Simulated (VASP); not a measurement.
Computed with PBEsol GGA, VASP's PBE PAW potentials (set 64) (plane waves; VASP).

VASP input:

**INCAR**
```
IDIPOL = 3
EDIFFG = -0.03
PREC = Normal
NELM = 100   ! most electronic steps
LCHARG = .FALSE.
ALGO = Normal   ! blocked Davidson
NELMIN = 4
DIPOL = 0.5 0.5 0.5
LWAVE = .TRUE.
EDIFF = 1E-5
LMAXMIX = 4   ! l cut-off of mixed one-centre charges
SYSTEM = RbBr(100) slab
IBRION = 2   ! conjugate gradients
ISIF = 2
LASPH = .TRUE.   ! aspherical one-centre terms
GGA = PS
LREAL = .FALSE.
NSW = 50
ENCUT = 400   ! plane-wave cut-off (eV)
ISMEAR = 0   ! Gaussian
SIGMA = 0.05   ! width (eV)
LDIPOL = .TRUE.
```

### POSCAR
```
RbBr(100) slab
1
    4.8428869830     0.0000000000     0.0000000000
    0.0000000000     4.8428869830     0.0000000000
   -0.0000000000    -0.0000000000    28.6082225060
Br Rb
4 4
Direct
  0.0000000000   0.5000000000   0.3204480000
  0.0000000000   0.5000000000   0.5598510000
  0.5000000000   0.0000000000   0.4401490000
  0.5000000000   0.0000000000   0.6795520000
  0.5000000000   0.0000000000   0.3204480000
  0.0000000000   0.5000000000   0.4401490000
  0.5000000000   0.0000000000   0.5598510000
  0.0000000000   0.5000000000   0.6795520000
```

KPOINTS:
```
Automatic mesh
0
Gamma
4 4 1
0 0 0
```

POTCAR, in this order: Br Rb_sv (PBE.64 set). Program: vasp_std.

Output of the run:

OUTCAR:
```
 ion  position               nearest neighbor table
   1  0.000  0.500  0.320-   6 3.42   5 3.42   5 3.42   5 3.42   5 3.42
   2  0.000  0.500  0.560-   8 3.42   7 3.42   7 3.42   7 3.42   7 3.42   6 3.42
   3  0.500  0.000  0.440-   5 3.42   6 3.42   6 3.42   6 3.42   6 3.42   7 3.42
   4  0.500  0.000  0.680-   7 3.42   8 3.42   8 3.42   8 3.42   8 3.42
   5  0.500  0.000  0.320-   3 3.42   1 3.42   1 3.42   1 3.42   1 3.42   6 4.84   6 4.84   6 4.84
                             6 4.84
   6  0.000  0.500  0.440-   1 3.42   3 3.42   3 3.42   3 3.42   3 3.42   2 3.42   5 4.84   5 4.84
                             5 4.84   5 4.84   7 4.84   7 4.84   7 4.84   7 4.84
   7  0.500  0.000  0.560-   4 3.42   2 3.42   2 3.42   2 3.42   2 3.42   3 3.42   8 4.84   8 4.84
                             8 4.84   8 4.84   6 4.84   6 4.84   6 4.84   6 4.84
   8  0.000  0.500  0.680-   2 3.42   4 3.42   4 3.42   4 3.42   4 3.42   7 4.84   7 4.84   7 4.84
                             7 4.84
  LATTYP: Found a simple tetragonal cell.
 ALAT       =     4.8428869830
 C/A-ratio  =     5.9072661837
 Subroutine PRICEL returns:
 Original cell was already a primitive cell.
 Subroutine GETGRP returns: Found 16 space group operations
The static configuration has the point symmetry D_2d.
 The point group associated with its full space group is D_4h.
The dynamic configuration has the point symmetry D_2d.
 Subroutine INISYM returns: Found 16 space group operations
 Subroutine IBZKPT returns following result:
 Found      6 irreducible k-points:

 Following reciprocal coordinates:
            Coordinates               Weight
  0.000000  0.000000  0.000000      1.000000
  0.250000  0.000000  0.000000      4.000000
  0.500000  0.000000  0.000000      2.000000
  0.250000  0.250000  0.000000      4.000000
  0.500000  0.250000  0.000000      4.000000
  0.500000  0.500000  0.000000      1.000000
   k-points           NKPTS =      6   k-points in BZ     NKDIM =      6   number of bands    NBANDS=     38
   number of dos      NEDOS =    301   number of ions     NIONS =      8
   total plane-waves  NPLWV =  80640
   dimension x,y,z NGX =    24 NGY =   24 NGZ =  140
   dimension x,y,z NGXF=    48 NGYF=   48 NGZF=  280
   ions per type =               4   4
   PREC   = normal    normal or accurate (medium, high low for compatibility)
   ISTART =      0    job   : 0-new  1-cont  2-samecut
   ICHARG =      2    charge: 1-file 2-atom 10-const
   ISPIN  =      1    spin polarized calculation?
   LNONCOLLINEAR =      F non collinear calculations
   LSORBIT =      F    spin-orbit coupling
   INIWAV =      1    electr: 0-lowe 1-rand  2-diag
   ENCUT  =  400.0 eV  29.40 Ry    5.42 a.u.   7.90  7.90 46.65*2*pi/ulx,y,z
   NELM   =    100;   NELMIN=  4; NELMDL= -5     # of ELM steps
   EDIFF  = 0.1E-04   stopping-criterion for ELM
   LREAL  =      F    real-space projection
   NLSPLINE    = F    spline interpolate recip. space projectors
   LMAXMIX     =    4 max onsite mixed and CHGCAR
   VOSKOWN=      0    Vosko Wilk Nusair interpolation
   EDIFFG = -.3E-01   stopping-criterion for IOM
   NSW    =     50    number of steps for IOM
   NBLOCK =      1;   KBLOCK =     50    inner block; outer block
   IBRION =      2    ionic relax: 0-MD 1-quasi-New 2-CG
   NFREE  =      1    steps in history (QN), initial steepest desc. (CG)
   ISIF   =      2    stress and relaxation
   ISYM   =      2    0-nonsym 1-usesym 2-fastsym
   TEIN   =    0.0    initial temperature
   TEBEG  =    0.0;   TEEND  =   0.0 temperature during run
   SMASS  =  -3.00    Nose mass-parameter (am)
   PSTRESS=    0.0 pullay stress
   NELECT =      64.0000    total number of electrons
   EFERMI =   0.00;   METHOD = LEGACY
   ISMEAR =     0;   SIGMA  =   0.05  broadening in eV -4-tet -1-fermi 0-gaus
   IALGO  =     38    algorithm
   LDIAG  =      T    sub-space diagonalisation (order eigenvalues)
   IMIX   =      4    mixing-type and parameters
     AMIX     =   0.40;   BMIX     =  1.00
     AMIX_MAG =   1.60;   BMIX_MAG =  1.00
     AMIN     =   0.10
   GGA     = PS    functional components
...
```

OSZICAR:
```
       N       E                     dE             d eps       ncg     rms          rms(c)
DAV:   1     0.526251954134E+03    0.52625E+03   -0.21296E+04   496   0.105E+03
DAV:   2     0.543548241195E+02   -0.47190E+03   -0.46310E+03   666   0.248E+02
DAV:   3    -0.238775710781E+02   -0.78232E+02   -0.78038E+02   618   0.989E+01
DAV:   4    -0.261967373937E+02   -0.23192E+01   -0.23159E+01   544   0.221E+01
DAV:   5    -0.263207146664E+02   -0.12398E+00   -0.12396E+00   784   0.349E+00    0.542E+00
DAV:   6    -0.252931141365E+02    0.10276E+01   -0.19451E+00   528   0.392E+00    0.375E+00
DAV:   7    -0.251104138199E+02    0.18270E+00   -0.97305E-01   568   0.294E+00    0.183E+00
DAV:   8    -0.251150003323E+02   -0.45865E-02   -0.10403E-01   570   0.128E+00    0.295E-01
DAV:   9    -0.251110023392E+02    0.39980E-02   -0.24486E-02   552   0.493E-01    0.180E-01
DAV:  10    -0.251103117430E+02    0.69060E-03   -0.71892E-03   544   0.310E-01    0.801E-02
DAV:  11    -0.251110570135E+02   -0.74527E-03   -0.26751E-03   528   0.174E-01    0.605E-02
DAV:  12    -0.251133634460E+02   -0.23064E-02   -0.17417E-03   498   0.140E-01    0.273E-02
DAV:  13    -0.251140874346E+02   -0.72399E-03   -0.19770E-04   604   0.451E-02    0.195E-02
DAV:  14    -0.251151807140E+02   -0.10933E-02   -0.13077E-04   462   0.436E-02    0.970E-03
DAV:  15    -0.251155138343E+02   -0.33312E-03   -0.49924E-05   444   0.226E-02    0.969E-03
DAV:  16    -0.251156959407E+02   -0.18211E-03   -0.91116E-06   364   0.101E-02    0.534E-03
DAV:  17    -0.251160002905E+02   -0.30435E-03   -0.45723E-05   400   0.180E-02    0.724E-03
DAV:  18    -0.251160377784E+02   -0.37488E-04   -0.50169E-06   332   0.842E-03    0.240E-03
DAV:  19    -0.251161239017E+02   -0.86123E-04   -0.94703E-06   354   0.797E-03    0.347E-03
DAV:  20    -0.251161511848E+02   -0.27283E-04   -0.11393E-06   330   0.328E-03    0.267E-03
DAV:  21    -0.251161842753E+02   -0.33090E-04   -0.28703E-06   334   0.445E-03    0.767E-04
DAV:  22    -0.251161940064E+02   -0.97311E-05   -0.76545E-07   336   0.242E-03
   1 F= -.25116194E+02 E0= -.25116194E+02  d E =-.251162E+02
       N       E                     dE             d eps       ncg     rms          rms(c)
DAV:   1    -0.251165027053E+02   -0.31843E-03   -0.36881E-02   492   0.703E-01    0.439E-02
DAV:   2    -0.251165926461E+02   -0.89941E-04   -0.10128E-03   516   0.134E-01    0.182E-02
DAV:   3    -0.251165928988E+02   -0.25272E-06   -0.52792E-05   458   0.217E-02    0.121E-02
DAV:   4    -0.251165915988E+02    0.13000E-05   -0.58105E-06   312   0.118E-02
   2 F= -.25116592E+02 E0= -.25116592E+02  d E =-.397592E-03
       N       E                     dE             d eps       ncg     rms          rms(c)
DAV:   1    -0.251166821183E+02   -0.89219E-04   -0.33069E-01   492   0.210E+00    0.131E-01
DAV:   2    -0.251174864760E+02   -0.80436E-03   -0.90647E-03   528   0.401E-01    0.548E-02
DAV:   3    -0.251174980285E+02   -0.11553E-04   -0.50664E-04   670   0.654E-02    0.374E-02
DAV:   4    -0.251174833223E+02    0.14706E-04   -0.32086E-05   436   0.286E-02    0.213E-02
DAV:   5    -0.251174810689E+02    0.22534E-05   -0.29101E-05   412   0.279E-02
   3 F= -.25117481E+02 E0= -.25117481E+02  d E =-.128706E-02
       N       E                     dE             d eps       ncg     rms          rms(c)
DAV:   1    -0.251147477742E+02    0.27355E-02   -0.13299E+00   468   0.423E+00    0.266E-01
DAV:   2    -0.251180202033E+02   -0.32724E-02   -0.36616E-02   528   0.806E-01    0.109E-01
DAV:   3    -0.251180633224E+02   -0.43119E-04   -0.20217E-03   682   0.131E-01    0.743E-02
DAV:   4    -0.251180037843E+02    0.59538E-04   -0.13727E-04   528   0.581E-02    0.422E-02
DAV:   5    -0.251180029748E+02    0.80949E-06   -0.11315E-04   472   0.532E-02    0.127E-02
DAV:   6    -0.251180251063E+02   -0.22132E-04   -0.44652E-05   474   0.278E-02    0.873E-03
DAV:   7    -0.251180290271E+02   -0.39208E-05   -0.59684E-06   330   0.954E-03
   4 F= -.25118029E+02 E0= -.25118029E+02  d E =-.183502E-02
```

File OUTCAR:
```
------------------------ aborting loop because EDIFF is reached ----------------------------------------
  FORCE on cell =-STRESS in cart. coord.  units (eV):
  Direction    XX          YY          ZZ          XY          YZ          ZX
  --------------------------------------------------------------------------------------
  Total       -0.6883337     -0.6883337     -0.2068805      0.0000000      0.0000000      0.0000000
  in kB       -1.6436528     -1.6436528     -0.4940042      0.0000000      0.0000000      0.0000000
  external PRESSURE =      -1.2604366 kB  Pullay stress =       0.0000000 kB
  volume of cell :      670.96
      direct lattice vectors                 reciprocal lattice vectors
     4.842886983  0.000000000  0.000000000     0.206488403  0.000000000  0.000000000
     0.000000000  4.842886983  0.000000000     0.000000000  0.206488403  0.000000000
     0.000000000  0.000000000 28.608222506     0.000000000  0.000000000  0.034954985
 POSITION                                       TOTAL-FORCE (eV/Angst)
 -----------------------------------------------------------------------------------
      0.00000      2.42144      9.15842        -0.000000      0.000000      0.005491
      0.00000      2.42144     16.03028         0.000000      0.000000     -0.017090
      2.42144      0.00000     12.57794        -0.000000     -0.000000      0.017090
      2.42144      4.84289     19.44980        -0.000000      0.000000     -0.005491
      2.42144      0.00000      9.19348        -0.000000     -0.000000      0.002888
      0.00000      2.42144     12.58474        -0.000000     -0.000000     -0.010981
      2.42144      0.00000     16.02348        -0.000000     -0.000000      0.010981
      0.00000      2.42144     19.41475         0.000000     -0.000000     -0.002888
 -----------------------------------------------------------------------------------
    total drift:                                0.000000      0.000000     -0.000000
  FREE ENERGIE OF THE ION-ELECTRON SYSTEM (eV)
  ---------------------------------------------------
  free  energy   TOTEN  =       -25.1180290271 eV

  energy  without entropy=      -25.1180290271  energy(sigma->0) =      -25.11802903

 reached required accuracy - stopping structural energy minimisation
```
(Selected blocks of OUTCAR.)

File CONTCAR:
```
RbBr(100) slab
   1.00000000000000
     4.8428869829999996    0.0000000000000000    0.0000000000000000
     0.0000000000000000    4.8428869829999996    0.0000000000000000
     0.0000000000000000    0.0000000000000000   28.6082225060000006
  Br              Rb
     4     4
Direct
     0.0000000000000000    0.5000000000000000    0.3201325472703954
     0.0000000000000000    0.5000000000000000    0.5603382294449752
     0.5000000000000000    0.0000000000000000    0.4396617705550248
     0.5000000000000000    1.0000000000000000    0.6798674527296047
     0.5000000000000000    0.0000000000000000    0.3213578355170192
     0.0000000000000000    0.5000000000000000    0.4398995611307926
     0.5000000000000000    0.0000000000000000    0.5601004388692075
     0.0000000000000000    0.5000000000000000    0.6786421644829808
```

The cell is a thin slab with vacuum, built from RbBr (rock salt): (100) face.
